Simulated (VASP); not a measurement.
Method: r2SCAN meta-GGA, VASP's PBE PAW potentials (set 64) (plane waves; VASP 6.6.1).

The input files of a VASP run:

KPOINTS:
```
Automatic mesh
0
Gamma
7 7 10
0 0 0
```

POSCAR:
```
TiO2
1
    4.6024501909     0.0000000000     0.0000000000
    0.0000000000     4.6024501909     0.0000000000
    0.0000000000     0.0000000000     2.9601818921
Ti O
2 4
Direct
  0.0000000000   0.0000000000   0.0000000000
  0.5000000000   0.5000000000   0.5000000000
  0.3050000000   0.3050000000   0.0000000000
  0.8050000000   0.1950000000   0.5000000000
  0.1950000000   0.8050000000   0.5000000000
  0.6950000000   0.6950000000   0.0000000000
```

### INCAR
```
ALGO  =  Normal
EDIFF  =  1E-5
EDIFFG  =  -0.03
ENCUT  =  450
IBRION  =  2
ISIF  =  2
ISMEAR  =  0
LASPH  =  .TRUE.
LCHARG  =  .FALSE.
LMAXMIX  =  4
LMIXTAU  =  .TRUE.
LREAL  =  .FALSE.
LWAVE  =  .FALSE.
METAGGA  =  R2SCAN
NELM  =  100
NELMIN  =  4
NSW  =  20
PREC  =  Normal
SIGMA  =  0.05
SYSTEM  =  TiO2
```

POTCAR, in this order: Ti_sv O (PBE.64 set). Program: vasp_std.

What VASP printed:

OSZICAR:
```
       N       E                     dE             d eps       ncg     rms          rms(c)
DAV:   1     0.634390568550E+03    0.63439E+03   -0.23461E+04  3360   0.187E+03
DAV:   2    -0.325241712361E+00   -0.63472E+03   -0.61570E+03  3808   0.569E+02
DAV:   3    -0.967558286790E+02   -0.96431E+02   -0.94858E+02  5096   0.209E+02
DAV:   4    -0.101802211381E+03   -0.50464E+01   -0.50405E+01  4644   0.465E+01
DAV:   5    -0.101997918790E+03   -0.19571E+00   -0.19566E+00  4636   0.768E+00    0.326E+01
DAV:   6    -0.723206666128E+02    0.29677E+02   -0.84389E+01  4208   0.109E+02    0.899E+00
DAV:   7    -0.687341032434E+02    0.35866E+01   -0.52455E+00  4404   0.165E+01    0.510E+00
DAV:   8    -0.734911506940E+02   -0.47570E+01   -0.22504E+00  3972   0.119E+01    0.257E+00
DAV:   9    -0.690516035801E+02    0.44395E+01   -0.13138E+00  3516   0.945E+00    0.894E-01
DAV:  10    -0.696616982930E+02   -0.61009E+00   -0.29566E-01  4120   0.488E+00    0.500E-01
DAV:  11    -0.696883005370E+02   -0.26602E-01   -0.13284E-02  4260   0.928E-01    0.294E-01
DAV:  12    -0.698033895238E+02   -0.11509E+00   -0.59014E-02  3652   0.243E+00    0.165E-01
DAV:  13    -0.698088868072E+02   -0.54973E-02   -0.84548E-03  3748   0.968E-01    0.517E-02
DAV:  14    -0.698110364717E+02   -0.21497E-02   -0.19062E-03  4176   0.408E-01    0.154E-02
DAV:  15    -0.698110405528E+02   -0.40810E-05   -0.19671E-04  3544   0.131E-01    0.198E-02
DAV:  16    -0.698112204994E+02   -0.17995E-03   -0.24661E-04  3304   0.151E-01    0.700E-03
DAV:  17    -0.698112927171E+02   -0.72218E-04   -0.43971E-05  3300   0.651E-02    0.225E-03
DAV:  18    -0.698113010620E+02   -0.83450E-05   -0.21117E-06  2280   0.162E-02
   1 F= -.69811301E+02 E0= -.69811301E+02  d E =-.698113E+02
       N       E                     dE             d eps       ncg     rms          rms(c)
DAV:   1    -0.698115489118E+02   -0.25619E-03   -0.20911E-01  3568   0.287E+00    0.748E-02
DAV:   2    -0.698117815331E+02   -0.23262E-03   -0.38819E-03  4068   0.446E-01    0.626E-02
DAV:   3    -0.698115770803E+02    0.20445E-03   -0.17145E-04  3664   0.119E-01    0.389E-02
DAV:   4    -0.698116998474E+02   -0.12277E-03   -0.16357E-04  3164   0.113E-01    0.836E-03
DAV:   5    -0.698116022539E+02    0.97593E-04   -0.81987E-05  3096   0.922E-02    0.437E-03
DAV:   6    -0.698116672483E+02   -0.64994E-04   -0.15937E-05  2088   0.376E-02    0.310E-03
DAV:   7    -0.698116201363E+02    0.47112E-04   -0.52785E-06  1996   0.226E-02    0.138E-03
DAV:   8    -0.698116487858E+02   -0.28649E-04   -0.79991E-07  1988   0.895E-03    0.110E-03
DAV:   9    -0.698116463387E+02    0.24471E-05   -0.13874E-07  1960   0.333E-03
   2 F= -.69811646E+02 E0= -.69811646E+02  d E =-.345277E-03
```

File OUTCAR:
```
------------------------ aborting loop because EDIFF is reached ----------------------------------------
  FORCE on cell =-STRESS in cart. coord.  units (eV):
  Direction    XX          YY          ZZ          XY          YZ          ZX
  --------------------------------------------------------------------------------------
  Total       -0.5900044     -0.5900044     -0.5334071      0.0000000      0.0000000      0.0000000
  in kB      -15.0754141    -15.0754141    -13.6292750      0.0000000      0.0000000      0.0000000
  external PRESSURE =     -14.5933677 kB  Pullay stress =       0.0000000 kB
  volume of cell :       62.70
      direct lattice vectors                 reciprocal lattice vectors
     4.602450191  0.000000000  0.000000000     0.217275572  0.000000000  0.000000000
     0.000000000  4.602450191  0.000000000     0.000000000  0.217275572  0.000000000
     0.000000000  0.000000000  2.960181892     0.000000000  0.000000000  0.337817079
 POSITION                                       TOTAL-FORCE (eV/Angst)
 -----------------------------------------------------------------------------------
      4.60245      0.00000      0.00000        -0.000000     -0.000000      0.000000
      2.30123      2.30123      1.48009        -0.000000     -0.000000      0.000000
      1.40165      1.40165      2.96018         0.000905      0.000905      0.000000
      3.70287      0.89958      1.48009         0.000905     -0.000905     -0.000000
      0.89958      3.70287      1.48009        -0.000905      0.000905      0.000000
      3.20080      3.20080      0.00000        -0.000905     -0.000905     -0.000000
 -----------------------------------------------------------------------------------
    total drift:                                0.000000      0.000000     -0.000000
  FREE ENERGIE OF THE ION-ELECTRON SYSTEM (eV)
  ---------------------------------------------------
  free  energy   TOTEN  =       -69.8116463387 eV

  energy  without entropy=      -69.8116463387  energy(sigma->0) =      -69.81164634

 reached required accuracy - stopping structural energy minimisation
```
(Selected blocks of OUTCAR.)

### CONTCAR
```
TiO2
   1.00000000000000
     4.6024501909000000    0.0000000000000000    0.0000000000000000
     0.0000000000000000    4.6024501909000000    0.0000000000000000
     0.0000000000000000    0.0000000000000000    2.9601818921000000
  Ti              O
     2     4
Direct
     1.0000000000000000    0.0000000000000000    0.0000000000000000
     0.5000000000000000    0.5000000000000000    0.5000000000000000
     0.3045433798975981    0.3045433798975981    1.0000000000000000
     0.8045433798975981    0.1954566201024019    0.5000000000000000
     0.1954566201024019    0.8045433798975981    0.5000000000000000
     0.6954566201024019    0.6954566201024019    0.0000000000000000
```

At this cut-off the stress carries a Pulay error, which pulls relaxed volumes low.

The compound is TiO2 in the rutile structure. This run relaxes the ions in a fixed cell. Symmetry was kept, so distortions that lower it aren't found.
